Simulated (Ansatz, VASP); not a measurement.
# Cross-check of WC (Qusongite) between VASP and Ansatz

Wanted: the spread between two codes on one cell, functional and k mesh. The structure shown is the end of the Ansatz relaxation below.

Method: plane waves, with VASP 6.6.1 beside it; single point at PBEsol, in Ansatz 0.2.0.

### 1. The starting structure

Symmetry: P-6m2, No. 187, hexagonal system. The conventional cell has a = 2.870 Å, b = 2.870 Å, c = 2.839 Å, α = 90.00°, β = 90.00°, γ = 120.00°. Nearest to C lie 6 W at 2.18 Å. Nearest to W lie 6 C at 2.18 Å. Farther neighbours are not listed.

### 2. Ansatz: relaxation, PBEsol

Ansatz runs on its PAW soft_1 files.

This run makes the geometry at which the two programs are then compared.

Contents of input.yaml:

```yaml
crystal:
  lattice:
    - [2.8696096969, 0.0, 0.0]
    - [-1.4348048484, 2.4851548965, 0.0]
    - [0.0, 0.0, 2.8280965416]
  atoms:
    - { symbol: C, position: [0.6666666667, 0.3333333333, 0.5] }
    - { symbol: W, position: [0.0, 0.0, 0.0] }
kpoints:
  mp_grid: { grid: [18, 18, 16] }
hamiltonian:
  xc: pbesol
  pseudopotentials: { kind: paw, azcp: { folder: soft_1 }, xc_functional: pbe }
scf:
  occupations: { method: methfessel_paxton, width: 0.2 }
output:
  forces: true
  stress: true
  eigenvalues: true
relax:
  adjacent_minimum: "off"
  f_tol: 0.001
  max_steps: 60
  cell: { stress_tol: 0.01, fix: [a, b, gamma] }
```

On the command line:

```bash
> ansatz run input.yaml --threads 4 --pin off --max-ram 10240MiB --backend cpu --events-out ev --progress --plain --runs-dir out
```

Numbers of over 12 decimals in the logs are rounded to 6 here.

The program printed:

```text
Engine: ansatz 0.2.0, x86_64-unknown-linux-gnu
Pseudopotentials: kind: paw
Pseudopotential: C, paw, valence charge 4, recommended cutoff 420 eV (normal), soft_1/C.paw.azcp
Pseudopotential: W, paw, valence charge 14, recommended cutoff 420 eV (normal), soft_1/W.paw.azcp
Functional definition: PBEsol
  exchange = pbesol_x
  correlation = pbesol_c
Crystal: 2 atoms, lattice volume = 20.168 Å³
Basis set: ecut = 420 eV, 405 PW (Γ), exchange–correlation on 40×40×40 points (8 copies of the dense FFT grid, shifted against one another)
Bands: 13, of which v1, the nominal top of the filled ones, is band 9 counted from 1 (8 counted from 0)
Symmetry: 12 space group operations
Space group: P-6m2 (ITA 187), of the structure as read, at distance tolerance 2.7e-5 Å
k-points: 333 of 5184 (time reversal used)
Non-local potential: C, projectors of the file, l = 0: 2, l = 1: 2, l = 2: 1
Non-local potential: W, projectors of the file, l = 0: 3, l = 1: 2, l = 2: 2, l = 3: 1
PAW form: soft (Blöchl's): semilocal exchange-correlation on the pseudo side does not see the compensation charge
PAW frozen core: C, regenerated for the run's functional, and the local potential with it (the file was generated under x = pbe(κ = 0.804, μ = 0.219515), c = pbe(β = 0.066725))
PAW frozen core: W, regenerated for the run's functional, and the local potential with it (the file was generated under x = pbe(κ = 0.804, μ = 0.219515), c = pbe(β = 0.066725))
PAW one-centre angular grid: C, 110 points (default); XC on 64 Gauss nodes
PAW one-centre angular grid: W, 590 points (default); XC on 64 Gauss nodes
Initial density: superposition of atomic densities (chi_scale 0.1, normalization cell, long waves kept (reshape's long-wave potential 0.00 eV rms))
Initial wavefunctions: pseudopotential atomic-orbital guess
Functional: x = pbesol(κ = 0.804, μ = 0.123457), c = pbesol(β = 0.046)
SCF iter   1: F=—  HF=-10505.924721 eV  |F-HF|=—  |Δ(HF+E_count)|=         —  Δρ=1.31e-1  dr2=4.63e0  ethr=3.10e-3  ⟨swp⟩=5.0  Hψ=21681  notcnv=0
preconditioner: auto → none  [metal: Δε(μ)=0.044 eV  Ē_g=11.042 eV  σ=0.200 eV  W_gap=0.19  n_scr=8 (ndim 8)  ℏωp=26.1 eV  f_vac=0.000  D(μ)=0.18/eV (n_scr^D=0)  sad-step TF]
SCF iter   2: F=—  HF=-10505.352557 eV  |F-HF|=—  |Δ(HF+E_count)|=   5.72e-1  S|Δr|=    0.00e0  Δρ=9.33e-2  dr2=2.40e0  ethr=3.10e-3  ⟨swp⟩=2.0  Hψ=8280  notcnv=0
SCF iter   3: F=—  HF=-10504.735406 eV  |F-HF|=—  |Δ(HF+E_count)|=   6.17e-1  S|Δr|=    0.00e0  Δρ=8.98e-3  dr2=1.78e-2  ethr=3.10e-3  ⟨swp⟩=2.2  Hψ=7414  notcnv=0
SCF iter   4: F=—  HF=-10504.733417 eV  |F-HF|=—  |Δ(HF+E_count)|=   1.99e-3  S|Δr|=    0.00e0  Δρ=1.04e-3  dr2=8.94e-5  ethr=9.92e-5  ⟨swp⟩=1.1  Hψ=6946  notcnv=0
SCF iter   5: F=—  HF=-10504.733499 eV  |F-HF|=—  |Δ(HF+E_count)|=   8.19e-5  S|Δr|=    0.00e0  Δρ=1.72e-4  dr2=3.14e-6  ethr=4.97e-7  ⟨swp⟩=2.1  Hψ=6821  notcnv=0
SCF iter   6: F=—  HF=-10504.733499 eV  |F-HF|=—  |Δ(HF+E_count)|=   1.56e-7  S|Δr|=    0.00e0  Δρ=3.10e-5  dr2=1.20e-7  ethr=1.74e-8  ⟨swp⟩=2.6  Hψ=7048  notcnv=0
SCF iter   7: F=-10504.733499 eV  HF=-10504.733499 eV  |F-HF|=6.02e-10  |Δ(HF+E_count)|=   2.76e-8  S|Δr|=    0.00e0  Δρ=4.99e-6  dr2=2.22e-9  ethr=5.56e-10  ⟨swp⟩=5.1  Hψ=17687  notcnv=0
SCF 1 converged in 7 iterations: F = -10504.733499 eV  dr2 = 2.22e-9
  greatest PAW one-centre occupation: 0.999 electrons in one spin orbital (limit 2), on the W atom at site 1 (counted from 0), in its partial waves of l = 0
relax step   1: F+E_penalty+E_count = -10504.73349886 eV  Δ(F+E_penalty+E_count) = +0.000e0 eV  max|allowed force component| = 5.551e-17 eV/Å  Δτ_max = 0.0000 Å  P = +8.182 GPa  Ω = 20.168 Å³  fix = [a, b, gamma]  reactions: a +10.310, b +10.310 GPa  (7 SCF iters, dr2 threshold 1.00e-7 eV, accepted)
[...]
relax step   3: F+E_penalty+E_count = -10504.73432538 eV  Δ(F+E_penalty+E_count) = -5.918e-4 eV  max|allowed force component| = 1.203e-16 eV/Å  Δτ_max = 0.0000 Å  P = +6.326 GPa  Ω = 20.246 Å³  energy of the carried Pulay correction = -1.181e-4 eV  fix = [a, b, gamma]  reactions: a +9.505, b +9.505 GPa  (4 SCF iters, dr2 threshold 2.00e-7 eV, accepted)
[...]
relax step   4: F+E_penalty+E_count = -10504.73432642 eV  Δ(F+E_penalty+E_count) = -1.034e-6 eV  max|allowed force component| = 1.318e-16 eV/Å  Δτ_max = 0.0000 Å  P = +6.341 GPa  Ω = 20.246 Å³  energy of the carried Pulay correction = -1.171e-4 eV  fix = [a, b, gamma]  reactions: a +9.511, b +9.511 GPa  (3 SCF iters, dr2 threshold 2.54e-9 eV, accepted)
[...]
relax step   5: F+E_penalty+E_count = -10504.73444872 eV  Δ(F+E_penalty+E_count) = -1.223e-4 eV  max|allowed force component| = 3.701e-17 eV/Å  Δτ_max = 0.0000 Å  P = +6.346 GPa  Ω = 20.246 Å³  fix = [a, b, gamma]  reactions: a +9.514, b +9.514 GPa  stress off target by 1.18e-2 GPa on what of the cell is left free  SCF on the basis re-selected at this cell (its energy is not comparable with the rows above)  (4 SCF iters)
[...]
relax step   6: F+E_penalty+E_count = -10504.73444837 eV  Δ(F+E_penalty+E_count) = +3.504e-7 eV  max|allowed force component| = 7.864e-17 eV/Å  Δτ_max = 0.0000 Å  P = +6.341 GPa  Ω = 20.246 Å³  energy of the carried Pulay correction = -3.590e-7 eV  fix = [a, b, gamma]  reactions: a +9.511, b +9.511 GPa  (3 SCF iters, dr2 threshold 3.48e-10 eV, accepted)
[...]
relax step   7: F+E_penalty+E_count = -10504.73444915 eV  Δ(F+E_penalty+E_count) = -7.823e-7 eV  max|allowed force component| = 1.203e-16 eV/Å  Δτ_max = 0.0000 Å  P = +6.341 GPa  Ω = 20.246 Å³  fix = [a, b, gamma]  reactions: a +9.511, b +9.511 GPa  stress off target by 1.59e-4 GPa on what of the cell is left free  SCF on the basis re-selected at this cell (its energy is not comparable with the rows above)  (3 SCF iters)
basis re-selected at this cell: Δ(F+E_penalty+E_count) = -7.823e-7 eV, ΔP = +0.000 GPa vs the last step (what re-selecting the basis moved, of the pressure what is left beyond the Pulay correction that the steps carried, after the strain that the cell walked since its last selection, with what the two solves' SCF thresholds leave and, on support functions, any second-order correction that the steps lacked; it is no m [...]
SCF converged after 3 iterations
Stability not checked: this state was not tested for a lower state beside it, because cold or Methfessel-Paxton smearing, or corrected tetrahedra, fill the levels in a way that the test cannot read (fill_not_monotonic; see scf.lower_state_search)
Free energy (F): -10504.734449 eV
Harris-Foulkes:  -10504.734449 eV  (|F-HF|=1.82e-12)
Internal energy: -10504.734759 eV  (E = F + TS)
E sigma→0 (E₀):  -10504.734527 eV
Entropy (-TS):   0.000310 eV (0.155 meV/atom)
Fermi energy:    20.875968 eV
Step filling:    the computed levels leave a gap of 0.0028 eV = 0.0 smearing widths at the electron count; against every level under it full and every level over it empty, smearing changes F+E_penalty+E_count by +0.310 meV and its σ→0 estimate by +0.232 meV
--- Per-component energies (eV) ---
  E_band       = -53.225395
  E_kinetic    = 511.218794
  E_local      = -585.085152  (includes V_loc(G=0)·N_el)
  E_nonlocal   = -0.043527
  E_hartree    = 241.968347
  E_xc         = -314.476217
  E_vxc        = -291.355647  (∫ρ·V_xc dr)
  E_paw        = -8547.094972  (= ΣΔE_a)
  E_vpaw       = -171.896718  (= ΣTr[D̂ρ^β])
  E_aug_tail   = 0.000164  (compensation charges beyond the density's cutoff)
  E_ewald      = -1811.465153
  E_core_change = 0.242958  (= ΣΔE_core)
  E_smearing   = 0.000310  (= −TS)
  E_closure    = 0.000000  (closes the sum)
  Σ components = -10504.734449   (vs F -10504.734449, Δ=0.00e0)
--- Forces (eV/Å), atoms counted from 1 ---
  atom   1  C      0.00000000    -0.00000000     0.00000000
  atom   2  W     -0.00000000    -0.00000000     0.00000000
  max |Σ_I F_I| component: 3.52e-16 eV/Å
--- Stress (GPa, compression-positive) ---
        9.511281       0.000000       0.000000
        0.000000       9.511281       0.000000
        0.000000       0.000000      -0.000159
  P = ⅓ Tr σ = 6.3408 GPa (63.408 kbar)
--- Band table (eV; the first three rows and the last of 333) ---
  k-point 0: bands = [... 5 lower, 16.3854, 17.5361, 17.5361, 20.8645, 24.1964, 24.1964, 26.6016, 26.6016]
  k-point 1: bands = [... 5 lower, 16.3370, 17.5800, 17.5800, 20.8547, 23.8443, 23.8443, 26.8199, 26.8199]
  k-point 2: bands = [... 5 lower, 16.1469, 17.7086, 17.7086, 20.9066, 23.1024, 23.1024, 27.1342, 27.1342]
  k-point 332: bands = [... 5 lower, 13.4620, 15.4215, 19.2664, 20.1756, 25.4310, 27.6191, 28.7571, 30.0880]
--- Relaxed structure (5 steps of the walk, 5 accepted, 2 SCFs on fresh bases) ---
  F+E_penalty+E_count = -10504.73444915 eV   max|allowed force component| = 1.203e-16 eV/Å   (the final SCF, on the basis selected at the relaxed cell)
  cell:  # Å, volume = 20.2460 Å³
    - [2.869610, -2.886757340855271e-11, 0.0]
    - [-1.434805, 2.485155, 0.0]
    - [0.0, 0.0, 2.838983]
  atoms:
    - { symbol: C, position: [0.666667, 0.333333, 0.5] }
    - { symbol: W, position: [-3.7007434155248937e-17, 0, 0.0] }
```

In the SCF lines HF is the Harris–Foulkes energy and dr2 the Hartree energy of the density residual, in eV; the loop may stop once dr2 is under the threshold and the program's other checks hold. Hψ counts applications of the Hamiltonian.

### 3. VASP: single point, PBEsol, pair 1

The same cell, functional, mesh and smearing now go to VASP, with its own data sets.

Lines of VASP's logs that name or quote its potential files are left out, and so is its time.

Contents of INCAR:

```
SYSTEM = WC
PREC = Accurate
ENCUT = 600
EDIFF = 1E-06
NELM = 120
ISMEAR = 1
SIGMA = 0.2
LREAL = .FALSE.
ALGO = Normal
GGA = PS
NBANDS = 11
LASPH = .TRUE.
LORBIT = 11
LWAVE = .FALSE.
LCHARG = .FALSE.
ISIF = 2
GGA_COMPAT = .FALSE.
KPAR = 2
```

Contents of POSCAR:

```
WC
1.0
    2.8696096969      0.0000000000      0.0000000000
   -1.4348048484      2.4851548965      0.0000000000
    0.0000000000      0.0000000000      2.8389834220
C W
1 1
Direct
    0.6666666667      0.3333333333      0.5000000000
    0.0000000000      0.0000000000      0.0000000000
```

Contents of KPOINTS:

```
Automatic mesh
0
Gamma
18 18 16
0 0 0
```

Potentials, in the order of the species: C and W (PBE family, release 64).

On the command line:

```bash
> mpirun -np 2 vasp_std
```

The program printed:

```text
[banner, memory and clock lines left out]
running    2 mpi-ranks, on    1 nodes
 distrk:  each k-point on    1 cores,    2 groups
 distr:  one band on    1 cores,    1 groups

 POSCAR found type information on POSCAR C W
 POSCAR found :  2 types and       2 ions
|                                                                             |
|               ----> ADVICE to this user running VASP <----                  |
|                                                                             |
|     You enforced a specific xc type in the INCAR file but a different       |
|     [... a line on the potential file left out ...]
|     I HOPE YOU KNOW WHAT YOU ARE DOING!                                     |
|                                                                             |

 LDA part: xc-table for (Slater+PW92), standard interpolation
 POSCAR, INCAR and KPOINTS ok, starting setup
 FFT: planning ... GRIDC
 FFT: planning ... GRID_SOFT
 FFT: planning ... GRID
 WAVECAR not read
 entering main loop
       N       E                     dE             d eps       ncg     rms          rms(c)
DAV:   1     0.279911423981E+02    0.27991E+02   -0.55117E+03  7326   0.934E+02
DAV:   2    -0.247352314525E+02   -0.52726E+02   -0.50152E+02  8313   0.215E+02
DAV:   3    -0.269142403423E+02   -0.21790E+01   -0.21545E+01  9108   0.364E+01
DAV:   4    -0.269289203535E+02   -0.14680E-01   -0.14676E-01  8010   0.352E+00
DAV:   5    -0.269289819809E+02   -0.61627E-04   -0.61625E-04  8925   0.225E-01    0.359E+01
DAV:   6    -0.240966960480E+02    0.28323E+01   -0.12511E+01  8706   0.217E+01    0.123E+01
DAV:   7    -0.240178229293E+02    0.78873E-01   -0.59613E-01  7524   0.618E+00    0.862E+00
DAV:   8    -0.239763784473E+02    0.41444E-01   -0.96014E-02  8061   0.229E+00    0.194E+00
DAV:   9    -0.239713384555E+02    0.50400E-02   -0.13618E-02  7929   0.748E-01    0.151E-01
DAV:  10    -0.239712685388E+02    0.69917E-04   -0.81368E-04  8618   0.245E-01    0.172E-01
DAV:  11    -0.239712567055E+02    0.11833E-04   -0.80885E-05  8732   0.637E-02    0.109E-02
DAV:  12    -0.239712540898E+02    0.26158E-05   -0.45669E-06  7671   0.143E-02    0.982E-03
DAV:  13    -0.239712541267E+02   -0.36901E-07   -0.26676E-07  3891   0.521E-03
   1 F= -.23971254E+02 E0= -.23971356E+02  d E =0.304154E-03
```

Parts of OUTCAR (step 3):

```text
ion  position               nearest neighbor table
   1  0.667  0.333  0.500-   2 2.18   2 2.18   2 2.18   2 2.18   2 2.18   2 2.18
   2  0.000  0.000  0.000-   1 2.18   1 2.18   1 2.18   1 2.18   1 2.18   1 2.18

  LATTYP: Found a hexagonal cell.
 ALAT       =     2.8696096969
 C/A-ratio  =     0.9893273727

 Subroutine GETGRP returns: Found 12 space group operations
 (whereof 12 operations were pure point group operations)

The static configuration has the point symmetry D_3h.

 Found    333 irreducible k-points:

   k-points           NKPTS =    333   k-points in BZ     NKDIM =    333   number of bands    NBANDS=     11

   dimension x,y,z NGX =    24 NGY =   24 NGZ =   24
   dimension x,y,z NGXF=    48 NGYF=   48 NGZF=   48

   ENCUT  =  600.0 eV  44.10 Ry    6.64 a.u.   5.73  5.73  5.67*2*pi/ulx,y,z

   NELECT =      10.0000    total number of electrons

 k-points in reciprocal lattice and weights: Automatic mesh
   0.00000000  0.00000000  0.00000000       0.000
   0.05555556 -0.00000000  0.00000000       0.001
   0.11111111 -0.00000000  0.00000000       0.001
   0.16666667  0.00000000  0.00000000       0.001
   0.22222222 -0.00000000  0.00000000       0.001
   0.27777778 -0.00000000  0.00000000       0.001
   0.33333333  0.00000000  0.00000000       0.001
   0.38888889 -0.00000000  0.00000000       0.001
   0.44444444 -0.00000000  0.00000000       0.001
[...]
0.33333333  0.27777778  0.50000000       0.002
   0.33333333  0.33333333  0.50000000       0.000

 average (electrostatic) potential at core
       1 -45.9978       2 -36.6959

 E-fermi :   8.4490

 k-point     1 :       0.0000    0.0000    0.0000
  band No.  band energies     occupation
      1      -6.1461      2.00000
      2       3.9629      2.00000
      3       5.1243      2.00000
      4       5.1243      2.00000
      5       8.4927      0.63961
      6      11.7416     -0.00000
      7      11.7416     -0.00000
      8      14.2273      0.00000
      9      14.2273      0.00000
     10      15.3288      0.00000
    ...

 k-point     2 :       0.0556   -0.0000    0.0000
  band No.  band energies     occupation
      1      -6.0646      2.00000
      2       4.0031      2.00000
      3       4.9953      2.00000
      4       5.2052      2.00000
      5       8.2211      2.06842
      6      11.7095     -0.00000
      7      12.0399     -0.00000
      8      14.0512      0.00000
      9      14.1686      0.00000
     10      15.5840      0.00000
    ...

 k-point     3 :       0.1111   -0.0000    0.0000
  band No.  band energies     occupation
      1      -5.8259      2.00000
      2       4.0251      2.00000
      3       4.7494      2.00000
      4       5.4417      2.00000
      5       7.6128      2.00000
      6      11.6184     -0.00000
      7      12.7174      0.00000
      8      13.5898      0.00000
      9      14.0091      0.00000
     10      16.2597      0.00000
    ...

  Total        1.1273884      1.1273884      0.0132489      0.0000000      0.0000000      0.0000000
  in kB       89.2164620     89.2164620      1.0484573      0.0000000      0.0000000      0.0000000
  external PRESSURE =      59.8271271 kB  Pullay stress =       0.0000000 kB

  energy-cutoff  :      600.00
  volume of cell :       20.25
      direct lattice vectors                 reciprocal lattice vectors
     2.869609697  0.000000000  0.000000000     0.348479447  0.201194702  0.000000000
    -1.434804848  2.485154897  0.000000000     0.000000000  0.402389405  0.000000000
     0.000000000  0.000000000  2.838983422     0.000000000  0.000000000  0.352238760

 POSITION                                       TOTAL-FORCE (eV/Angst)
 -----------------------------------------------------------------------------------
      1.43480      0.82838      1.41949         0.000000     -0.000000      0.000000
      0.00000      0.00000      0.00000        -0.000000      0.000000      0.000000
 -----------------------------------------------------------------------------------
    total drift:                               -0.000000      0.000000      0.000000

  FREE ENERGIE OF THE ION-ELECTRON SYSTEM (eV)
  ---------------------------------------------------
  free  energy   TOTEN  =       -23.9712541267 eV

  energy  without entropy=      -23.9715582811  energy(sigma->0) =      -23.97135551

 total charge
# of ion       s       p       d       tot
------------------------------------------
    1        0.850   1.577   0.000   2.427
    2        0.638   0.917   4.447   6.003
--------------------------------------------------
tot          1.488   2.494   4.447   8.430

[... 3 further parts left out ...]
```

The run ends at a pressure of 5.98 GPa.

### 4. Differences

Known differences besides the potentials themselves: the data sets hold 18 valence electrons in Ansatz (on its PAW soft_1 files) and 10 in VASP; the cutoff is 420 eV in Ansatz and 600 eV in VASP; Ansatz makes its cores anew for this functional, VASP keeps those of its PBE data sets; Ansatz's pressure holds a Pulay correction, VASP's none. Total energies have different zeros and are not compared.

Both answers:

| quantity | Ansatz | VASP | difference |
| --- | --- | --- | --- |
| pressure (GPa) | 6.34 | 5.98 | +0.36 |

### 5. Ansatz: relaxation, PBEsol

This run makes the geometry at which the two programs are then compared. The cell compared in this pair holds 20.21 Å³, against 20.25 Å³ for the pair before.

The structure compared here is the end of the Ansatz relaxation.

input.yaml, the sections that differ from step 2:

```yaml
crystal:
  lattice:
    - [2.9104286072, 0.0, 0.0]
    - [-1.4552143036, 2.5205051098, 0.0]
    - [0.0, 0.0, 2.7432536454]
  atoms:
    - { symbol: C, position: [0.6666666693, 0.3333333307, 0.5] }
    - { symbol: W, position: [-2.6e-09, 2.6e-09, 0.0] }
relax:
  adjacent_minimum: "off"
  f_tol: 0.001
  max_steps: 60
  cell: { stress_tol: 0.01, fix: [c, angles] }
# kpoints, hamiltonian, scf, output: as in step 2
```

On the command line:

```bash
> ansatz run input.yaml --threads 4 --pin off --max-ram 10240MiB --backend cpu --events-out ev --progress --plain --runs-dir out
```

The program printed:

```text
[...]
k-point 818: bands = [... 5 lower, 14.3109, 16.1923, 16.8063, 21.3570, 25.3233, 26.6704, 27.8260, 30.3865]
--- Relaxed structure (4 steps of the walk, 4 accepted, 1 SCFs on fresh bases) ---
[...]
cell:  # Å, volume = 20.2110 Å³
    - [2.916726, -4.1937609788470507e-19, 0.0]
    - [-1.458363, 2.525959, 0.0]
    - [0.0, 0.0, 2.7432536454]
  atoms:
    - { symbol: C, position: [0.666667, 0.333333, 0.5] }
    - { symbol: W, position: [1.0583423964919749e-8, -1.058342400308046e-8, 0.0] }
[key lines of the parts left out:]
SCF converged after 4 iterations
Free energy (F): -10504.691035 eV
Fermi energy:    20.963059 eV
P = ⅓ Tr σ = 9.7418 GPa (97.418 kbar)
```

(Continued in part 2 of 2.)

[Lines on the potential files, build, host, timing and source positions are cut from VASP's logs without a mark.]

[Logs are printed without paths, hosts, clocks, repeated set-up lines and the standing remarks that a program may print on its own settings, such as how far it seeks lower states.]

[Hosts, paths, dates, database ids (printed as entryN), source tags and the programs' standing remarks are cut or masked in the printed files.]
